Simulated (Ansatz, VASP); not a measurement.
# Cross-check of NbP between VASP and Ansatz

Wanted: the spread between two codes on one cell, functional and k mesh. The cell is a member of a volume series, scaled by 0.94 from a relaxed one, so a pressure remains.

Program: Ansatz 0.2.0. Level of theory: plane waves, with VASP 6.6.1 beside it; single point at PBEsol and electric field gradients at PBEsol. Results are calculated unless marked as measured.

### Step 1. The structure

It takes space group I4_1md (No. 109, tetragonal). Conventional cell: a = 3.250 Å, b = 3.250 Å, c = 11.054 Å, α = 90.00°, β = 90.00°, γ = 90.00°. Nb has 6 P at 2.47 Å nearest. P has 6 Nb at 2.47 Å nearest. Farther neighbours are not listed.

As a file:

```xyz
4
Lattice="-1.6252 1.6252 5.5270 1.6252 -1.6252 5.5270 1.6252 1.6252 -5.5270" Properties=species:S:1:pos:R:3 pbc="T T T"
Nb    0.0000    0.0000    8.2926
Nb    0.0000    1.6252    0.0021
P     0.0000    0.0000    3.6747
P     1.6252    0.0000    0.9112
```

### Step 2. VASP: single point, PBEsol, volume scaled by 0.94

A single point gives forces, pressure and levels at one fixed geometry, so differences don't come from the geometry; what else differs is listed under the comparison.

Lines of VASP's logs that name or quote its potential files are left out, and so is its time.

File INCAR:

```
SYSTEM = NbP
PREC = Accurate
ENCUT = 400
EDIFF = 1E-06
NELM = 100
ISMEAR = 0
SIGMA = 0.05
LREAL = .FALSE.
ALGO = Normal
GGA = PS
NBANDS = 24
LORBIT = 11
LWAVE = .FALSE.
LCHARG = .FALSE.
KPAR = 4
ISIF = 2
```

File POSCAR:

```
NbP
1.0
   -1.6251800832      1.6251800832      5.5269650519
    1.6251800832     -1.6251800832      5.5269650519
    1.6251800832      1.6251800832     -5.5269650519
Nb P
2 2
Direct
    0.7501942229      0.7501942229      0.0000000000
    0.5001942229      0.0001942229      0.5000000000
    0.3324343471      0.3324343471      0.0000000000
    0.0824343571      0.5824343571      0.5000000000
```

File KPOINTS:

```
Automatic mesh
0
Gamma
9 9 9
0 0 0
```

The projector-augmented-wave data sets are Nb_sv and P (PBE family, release 64).

Started as:

```
$ mpirun -np 4 vasp_std
```

Numbers of over 12 decimals in the logs are rounded to 6 here.

Log:

```text
[banner, memory and clock lines left out]
running    4 mpi-ranks, on    1 nodes
 distrk:  each k-point on    1 cores,    4 groups
 distr:  one band on    1 cores,    1 groups

 POSCAR found type information on POSCAR NbP
 POSCAR found :  2 types and       4 ions
|                                                                             |
|               ----> ADVICE to this user running VASP <----                  |
|                                                                             |
|     You enforced a specific xc type in the INCAR file but a different       |
|     [... a line on the potential file left out ...]
|     I HOPE YOU KNOW WHAT YOU ARE DOING!                                     |
|                                                                             |

 LDA part: xc-table for (Slater+PW92), standard interpolation
 POSCAR, INCAR and KPOINTS ok, starting setup
 FFT: planning ... GRIDC
 FFT: planning ... GRID_SOFT
 FFT: planning ... GRID
 WAVECAR not read
 entering main loop
       N       E                     dE             d eps       ncg     rms          rms(c)
DAV:   1     0.296065999541E+03    0.29607E+03   -0.17229E+04  3600   0.125E+03
DAV:   2    -0.146292898149E+02   -0.31070E+03   -0.30338E+03  4344   0.468E+02
DAV:   3    -0.386218677284E+02   -0.23993E+02   -0.23705E+02  6792   0.952E+01
DAV:   4    -0.397274093163E+02   -0.11055E+01   -0.11029E+01  5080   0.181E+01
DAV:   5    -0.397687687437E+02   -0.41359E-01   -0.41350E-01  6200   0.377E+00    0.153E+01
DAV:   6    -0.376686685511E+02    0.21001E+01   -0.86943E+00  5400   0.197E+01    0.578E+00
DAV:   7    -0.376640771911E+02    0.45914E-02   -0.60063E-01  6064   0.400E+00    0.325E+00
DAV:   8    -0.376562991639E+02    0.77780E-02   -0.55922E-02  4992   0.161E+00    0.418E-01
DAV:   9    -0.376563781607E+02   -0.78997E-04   -0.83109E-03  6416   0.581E-01    0.287E-01
DAV:  10    -0.376565287513E+02   -0.15059E-03   -0.13880E-03  4688   0.372E-01    0.619E-02
DAV:  11    -0.376565030989E+02    0.25652E-04   -0.11664E-04  5424   0.771E-02    0.216E-02
DAV:  12    -0.376565014899E+02    0.16089E-05   -0.63249E-06  4920   0.236E-02    0.577E-03
DAV:  13    -0.376565011445E+02    0.34546E-06   -0.40476E-07  3568   0.586E-03
   1 F= -.37656501E+02 E0= -.37655975E+02  d E =-.105233E-02
```

Parts of OUTCAR (step 2):

```text
ion  position               nearest neighbor table
   1  0.750  0.750  0.000-   4 2.47   4 2.47   3 2.47   3 2.47   3 2.47   3 2.47
   2  0.500  0.000  0.500-   3 2.47   3 2.47   4 2.47   4 2.47   4 2.47   4 2.47
   3  0.332  0.332  0.000-   2 2.47   2 2.47   1 2.47   1 2.47   1 2.47   1 2.47
   4  0.082  0.582  0.500-   1 2.47   1 2.47   2 2.47   2 2.47   2 2.47   2 2.47

  LATTYP: Found a body centered tetragonal cell.
 ALAT       =     3.2503601664
 C/A-ratio  =     3.4008323810

 Subroutine GETGRP returns: Found  8 space group operations
 (whereof  4 operations were pure point group operations)

The static configuration has the point symmetry C_2v.
 The point group associated with its full space group is C_4v.

 Found     75 irreducible k-points:

   k-points           NKPTS =     75   k-points in BZ     NKDIM =     75   number of bands    NBANDS=     24

   dimension x,y,z NGX =    40 NGY =   40 NGZ =   40
   dimension x,y,z NGXF=    80 NGYF=   80 NGZF=   80

   ENCUT  =  400.0 eV  29.40 Ry    5.42 a.u.   9.76  9.76  9.76*2*pi/ulx,y,z

   NELECT =      36.0000    total number of electrons

 k-points in reciprocal lattice and weights: Automatic mesh
   0.00000000  0.00000000  0.00000000       0.001
   0.11111111 -0.00000000  0.00000000       0.011
   0.22222222  0.00000000  0.00000000       0.011
   0.33333333 -0.00000000  0.00000000       0.011
   0.44444444  0.00000000  0.00000000       0.011
   0.11111111  0.11111111  0.00000000       0.011
   0.22222222  0.11111111  0.00000000       0.022
   0.33333333  0.11111111  0.00000000       0.022
   0.44444444  0.11111111  0.00000000       0.022
[...]
-0.44444444  0.44444444  0.44444444       0.005
  -0.44444444 -0.44444444  0.44444444       0.003

 average (electrostatic) potential at core
       1 -76.2721       2 -76.2721       3 -76.4643       4 -76.4643

 E-fermi :  11.8248

 k-point     1 :       0.0000    0.0000    0.0000
  band No.  band energies     occupation
    ...
     14       9.4551      2.00000
     15       9.4551      2.00000
     16       9.8869      2.00000
     17      10.4223      2.00000
     18      10.4223      2.00000
     19      12.6926      0.00000
     20      13.6262      0.00000
     21      14.8210      0.00000
     22      15.3641      0.00000
     23      15.3641      0.00000
    ...

 k-point     2 :       0.1111   -0.0000    0.0000
  band No.  band energies     occupation
    ...
     14       9.3067      2.00000
     15       9.6191      2.00000
     16       9.8013      2.00000
     17      10.3456      2.00000
     18      10.5226      2.00000
     19      12.4653      0.00000
     20      13.2688      0.00000
     21      14.4460      0.00000
     22      15.1047      0.00000
     23      15.6032      0.00000
    ...

 k-point     3 :       0.2222    0.0000    0.0000
  band No.  band energies     occupation
    ...
     14       8.9666      2.00000
     15       9.8312      2.00000
     16       9.9436      2.00000
     17       9.9975      2.00000
     18      11.0275      2.00000
     19      12.1574      0.00000
     20      13.0199      0.00000
     21      13.7257      0.00000
     22      14.7021      0.00000
     23      15.4558      0.00000
    ...

  Total        5.5429477      5.5429477      4.7632601      0.0000000      0.0000000      0.0000000
  in kB      152.0903541    152.0903541    130.6968704      0.0000000      0.0000000      0.0000000
  external PRESSURE =     144.9591929 kB  Pullay stress =       0.0000000 kB

  energy-cutoff  :      400.00
  volume of cell :       58.39
      direct lattice vectors                 reciprocal lattice vectors
    -1.625180083  1.625180083  5.526965052     0.000000000  0.307658213  0.090465562
     1.625180083 -1.625180083  5.526965052     0.307658213  0.000000000  0.090465562
     1.625180083  1.625180083 -5.526965052     0.307658213  0.307658213  0.000000000

 POSITION                                       TOTAL-FORCE (eV/Angst)
 -----------------------------------------------------------------------------------
      0.00000      0.00000      8.29259         0.000000     -0.000000      0.031011
      0.00000      1.62518      0.00215        -0.000000      0.000000      0.031011
      0.00000      0.00000      3.67471        -0.000000      0.000000     -0.031011
      1.62518      0.00000      0.91122         0.000000     -0.000000     -0.031011
 -----------------------------------------------------------------------------------
    total drift:                                0.000001      0.000001      0.000068

  FREE ENERGIE OF THE ION-ELECTRON SYSTEM (eV)
  ---------------------------------------------------
  free  energy   TOTEN  =       -37.6565011445 eV

  energy  without entropy=      -37.6554488120  energy(sigma->0) =      -37.65597498

 total charge
# of ion       s       p       d       tot
------------------------------------------
    1        2.170   6.054   2.596  10.819
    2        2.170   6.054   2.596  10.819
    3        1.024   1.574   0.000   2.598
    4        1.024   1.574   0.000   2.598
--------------------------------------------------
tot          6.387  15.255   5.192  26.835

[... 3 further parts left out ...]
```

The run ends at a pressure of 14.50 GPa, with forces up to 0.031 eV/Å.

### Step 3. Ansatz: single point, PBEsol, volume scaled by 0.94

Ansatz runs on its default PAW (the set named soft_2) files.

The same cell, functional, mesh and smearing now go to Ansatz, which takes its cutoff from its data sets.

File input.yaml:

```yaml
crystal:
  lattice:
    - [-1.6251800832, 1.6251800832, 5.5269650519]
    - [1.6251800832, -1.6251800832, 5.5269650519]
    - [1.6251800832, 1.6251800832, -5.5269650519]
  atoms:
    - { symbol: Nb, position: [0.7501942229, 0.7501942229, 0.0] }
    - { symbol: Nb, position: [0.5001942229, 0.0001942229, 0.5] }
    - { symbol: P, position: [0.3324343471, 0.3324343471, 0.0] }
    - { symbol: P, position: [0.0824343571, 0.5824343571, 0.5] }
hamiltonian:
  xc: pbesol
  pseudopotentials: { kind: paw }
kpoints:
  mp_grid: { grid: [9, 9, 9] }
scf:
  occupations: { method: gaussian, width: 0.05 }
  n_extra_bands: 5
output:
  forces: true
  stress: true
  eigenvalues: true
  write_density: true
  write_potential: true
  elf: true
  volumetric_format: npy
```

Started as:

```
$ ansatz run input.yaml --threads 2 --pin off --max-ram 4608MiB --backend cpu --events-out ev --progress --plain --runs-dir out
```

Log:

```text
basis.fft_grid_basis auto: the FFT boxes are laid along the combinations [[1, -1, 0], [0, 1, 0], [1, 0, 1]] of the cell's own vectors, 4.597, 5.986 and 3.250 Å long. The dense box has 32×45×24 points. Along the cell's own vectors, as sized, it would have 45×45×45, 2.64 times as many. Of the 8 symmetry operations that the crystal satisfies within crystal.symmetry.tolerance (time reversal apart; of a slab, those that k [...]
scf.n_extra_bands = 5 over 18 filled bands (N_el = 36.0): the run solves 23 bands
Engine: ansatz 0.2.0, aarch64-unknown-linux-gnu
Pseudopotentials: kind: paw
Pseudopotential: Nb, paw, valence charge 13, recommended cutoff 420 eV (normal), Nb.paw.azcp
Pseudopotential: P, paw, valence charge 5, recommended cutoff 420 eV (normal), P.paw.azcp
Functional definition: PBEsol
  exchange = pbesol_x
  correlation = pbesol_c
Crystal: 4 atoms, lattice volume = 58.392 Å³
Basis set: ecut = 420 eV, 1159 PW (Γ), FFT grids on a1−a2, a2, a1+a3, exchange–correlation on 64×90×48 points (8 copies of the dense FFT grid, shifted against one another)
Bands: 23, of which v1, the nominal top of the filled ones, is band 18 counted from 1 (17 counted from 0)
Symmetry: 8 space group operations
Space group: I41md (ITA 109), of the structure as read, at distance tolerance 3.9e-5 Å
k-points: 75 of 729 (time reversal used)
Non-local potential: Nb, projectors of the file, l = 0: 3, l = 1: 2, l = 2: 2, l = 3: 1
Non-local potential: P, projectors of the file, l = 0: 2, l = 1: 2, l = 2: 2
PAW form: soft (Blöchl's): semilocal exchange-correlation on the pseudo side does not see the compensation charge
PAW frozen core: Nb, regenerated for the run's functional, and the local potential with it (the file was generated under x = pbe(κ = 0.804, μ = 0.219515), c = pbe(β = 0.066725))
PAW frozen core: P, regenerated for the run's functional, and the local potential with it (the file was generated under x = pbe(κ = 0.804, μ = 0.219515), c = pbe(β = 0.066725))
PAW one-centre angular grid: Nb, 590 points (default); XC on 64 Gauss nodes
PAW one-centre angular grid: P, 110 points (default); XC on 64 Gauss nodes
Initial density: superposition of atomic densities (neutral atoms: chi_scale 0, normalization atom), corrected by the library's trained network
Initial wavefunctions: pseudopotential atomic-orbital guess
Functional: x = pbesol(κ = 0.804, μ = 0.123457), c = pbesol(β = 0.046)
SCF iter   1: F=—  HF=-10475.234189 eV  |F-HF|=—  |Δ(HF+E_count)|=         —  Δρ=8.75e-3  dr2=2.72e-2  ethr=1.77e-3  ⟨swp⟩=5.9  Hψ=8786  notcnv=0
preconditioner: auto → Kerker (q_TF=auto, 2.517 Å⁻¹)  [metal: Δε(μ)=0.039 eV  Ē_g=7.361 eV  σ=0.050 eV  W_gap=0.41  n_scr=12 (ndim 8)  ℏωp=21.7 eV  f_vac=0.000  D(μ)=0.71/eV (n_scr^D=2)]
SCF iter   2: F=—  HF=-10475.230559 eV  |F-HF|=—  |Δ(HF+E_count)|=   3.63e-3  Δρ=4.97e-3  dr2=8.67e-3  ethr=7.56e-5  ⟨swp⟩=1.2  Hψ=2347  notcnv=0  defer=1
SCF iter   3: F=—  HF=-10475.229227 eV  |F-HF|=—  |Δ(HF+E_count)|=   1.33e-3  Δρ=5.99e-4  dr2=2.22e-4  ethr=2.41e-5  ⟨swp⟩=2.5  Hψ=2531  notcnv=0  defer=1
SCF iter   4: F=—  HF=-10475.229177 eV  |F-HF|=—  |Δ(HF+E_count)|=   5.08e-5  Δρ=1.06e-4  dr2=6.08e-6  ethr=6.17e-7  ⟨swp⟩=2.3  Hψ=2231  notcnv=0  defer=1
SCF iter   5: F=—  HF=-10475.229174 eV  |F-HF|=—  |Δ(HF+E_count)|=   2.83e-6  Δρ=1.92e-5  dr2=2.20e-7  ethr=1.69e-8  ⟨swp⟩=2.3  Hψ=2474  notcnv=0  defer=1
SCF iter   6: F=-10475.229174 eV  HF=-10475.229174 eV  |F-HF|=2.00e-9  |Δ(HF+E_count)|=   3.75e-8  Δρ=4.28e-6  dr2=9.15e-9  ethr=2.78e-10  ⟨swp⟩=11.2  Hψ=11342  notcnv=0
SCF 1 converged in 6 iterations: F = -10475.229174 eV  dr2 = 9.15e-9
  greatest PAW one-centre occupation: 0.998 electrons in one spin orbital (limit 2), on the Nb atom at site 1 (counted from 0), in its partial waves of l = 0
SCF converged after 6 iterations
Free energy (F): -10475.229174 eV
Harris-Foulkes:  -10475.229174 eV  (|F-HF|=2.00e-9)
Internal energy: -10475.228107 eV  (E = F + TS)
E sigma→0 (E₀):  -10475.228640 eV
Entropy (-TS):   -0.001067 eV (-0.267 meV/atom)
Fermi energy:    16.549128 eV
--- Per-component energies (eV) ---
  E_band       = -86.090332
  E_kinetic    = 947.321170
  E_local      = -1611.151313  (includes V_loc(G=0)·N_el)
  E_nonlocal   = 310.128366
  E_hartree    = 528.909333
  E_xc         = -479.297766
  E_vxc        = -557.322195  (∫ρ·V_xc dr)
  E_paw        = -7144.082548  (= ΣΔE_a)
  E_vpaw       = -232.884779  (= ΣTr[D̂ρ^β])
  E_aug_tail   = 0.000019  (compensation charges beyond the density's cutoff)
  E_ewald      = -3027.524978
  E_core_change = 0.469610  (= ΣΔE_core)
  E_smearing   = -0.001067  (= −TS)
  E_closure    = -0.000000  (closes the sum)
  Σ components = -10475.229174   (vs F -10475.229174, Δ=0.00e0)
--- Forces (eV/Å), atoms counted from 1 ---
  atom   1  Nb    -0.00000000    -0.00000000     0.03209081
  atom   2  Nb     0.00000000     0.00000000     0.03209081
  atom   3  P     -0.00000000    -0.00000000    -0.03208406
  atom   4  P      0.00000000     0.00000000    -0.03208406
  max |Σ_I F_I| component: 1.35e-5 eV/Å
--- Stress (GPa, compression-positive) ---
       15.731005       0.000000      -0.000000
        0.000000      15.731005       0.000000
       -0.000000       0.000000      13.593417
  P = ⅓ Tr σ = 15.0185 GPa (150.185 kbar)
--- Band table (eV; the first three rows and the last of 75) ---
  k-point 0: bands = [... 14 lower, 14.1826, 14.6141, 15.1508, 15.1508, 17.4146, 18.3494, 19.5423, 20.0866, ... 1 higher]
  k-point 1: bands = [... 14 lower, 13.9505, 14.6076, 15.2502, 15.3720, 16.9465, 17.5190, 19.4271, 19.6855, ... 1 higher]
  k-point 2: bands = [... 14 lower, 13.4015, 14.6521, 15.6453, 15.8334, 16.5933, 17.4873, 18.7818, 20.2316, ... 1 higher]
  k-point 74: bands = [... 14 lower, 13.6614, 14.2037, 15.4415, 16.2804, 17.3269, 18.6463, 18.7331, 19.2860, ... 1 higher]
```

Elapsed: 7.9 s, on 2 threads of Arm Neoverse V2, shared host; peak memory 0.4 GiB; 15 s of CPU time.

The column dr2 measures how far the density is from self-consistency, as an energy; F and HF (Harris–Foulkes) agree once it is small.

The run ends at a pressure of 15.02 GPa, with forces up to 0.032 eV/Å.

### Step 4. Side by side

Known differences besides the potentials themselves: the cutoff is 420 eV in Ansatz and 400 eV in VASP; Ansatz makes its cores anew for this functional, VASP keeps those of its PBE data sets; VASP leaves aspherical gradient terms in its spheres out (LASPH is not set), Ansatz keeps them. Total energies have different zeros and are not compared.

Compared:

| quantity | Ansatz | VASP | difference |
| --- | --- | --- | --- |
| pressure (GPa) | 15.02 | 14.50 | +0.52 |

### Step 5. VASP: single point, PBEsol, volume scaled by 0.96

A single point gives forces, pressure and levels at one fixed geometry, so differences don't come from the geometry; what else differs is listed under the comparison. The cell compared in this pair holds 59.63 Å³, against 58.39 Å³ for the pair before.

INCAR is that of step 2.

File POSCAR:

```
NbP
1.0
   -1.6366253904      1.6366253904      5.5658886235
    1.6366253904     -1.6366253904      5.5658886235
    1.6366253904      1.6366253904     -5.5658886235
Nb P
2 2
Direct
    0.7501942229      0.7501942229      0.0000000000
    0.5001942229      0.0001942229      0.5000000000
    0.3324343471      0.3324343471      0.0000000000
    0.0824343571      0.5824343571      0.5000000000
```

KPOINTS is that of step 2.

Started as:

```
$ mpirun -np 4 vasp_std
```

Log:

```text
[banner, memory and clock lines left out]
running    4 mpi-ranks, on    1 nodes
[...]
[... a notice as in an earlier step ...]

 LDA part: xc-table for (Slater+PW92), standard interpolation
 POSCAR, INCAR and KPOINTS ok, starting setup
[...]
entering main loop
       N       E                     dE             d eps       ncg     rms          rms(c)
DAV:   1     0.292831286190E+03    0.29283E+03   -0.17118E+04  3616   0.124E+03
DAV:   2    -0.141156956766E+02   -0.30695E+03   -0.30024E+03  4280   0.465E+02
DAV:   3    -0.388121879967E+02   -0.24696E+02   -0.24385E+02  6856   0.957E+01
DAV:   4    -0.398765667590E+02   -0.10644E+01   -0.10615E+01  5072   0.177E+01
[...]
DAV:  11    -0.377518878197E+02    0.26114E-04   -0.11362E-04  5088   0.786E-02    0.211E-02
DAV:  12    -0.377518861870E+02    0.16327E-05   -0.68529E-06  5064   0.250E-02    0.524E-03
DAV:  13    -0.377518857862E+02    0.40085E-06   -0.35937E-07  3568   0.565E-03
   1 F= -.37751886E+02 E0= -.37751386E+02  d E =-.999827E-03
```

Parts of OUTCAR (step 5):

```text
  Total        3.5682453      3.5682453      3.0609392      0.0000000      0.0000000      0.0000000
  in kB       95.8676783     95.8676783     82.2379386      0.0000000      0.0000000      0.0000000
  external PRESSURE =      91.3244317 kB  Pullay stress =       0.0000000 kB

 POSITION                                       TOTAL-FORCE (eV/Angst)
 -----------------------------------------------------------------------------------
      0.00000      0.00000      8.35099         0.000000     -0.000000      0.017949
      0.00000      1.63663      0.00216        -0.000000      0.000000      0.017949
      0.00000      0.00000      3.70059         0.000000     -0.000000     -0.017949
      1.63663      0.00000      0.91764        -0.000000      0.000000     -0.017949
 -----------------------------------------------------------------------------------
    total drift:                                0.000001      0.000001     -0.000471

  FREE ENERGIE OF THE ION-ELECTRON SYSTEM (eV)
  ---------------------------------------------------
  free  energy   TOTEN  =       -37.7518857862 eV

  energy  without entropy=      -37.7508859589  energy(sigma->0) =      -37.75138587

[... 1 part as in an earlier step ...]

[... 2 further parts left out ...]
[key lines of the parts left out:]
E-fermi :  11.5334
```

The run ends at a pressure of 9.13 GPa, with forces up to 0.018 eV/Å.

[end of part 1 of 2]

[Lines on the potential files, build, host, timing and source positions are cut from VASP's logs without a mark.]

[Logs are printed without paths, hosts, clocks, repeated set-up lines and the standing remarks that a program may print on its own settings, such as how far it seeks lower states.]

[Hosts, paths, dates, database ids (printed as entryN), source tags and the programs' standing remarks are cut or masked in the printed files.]
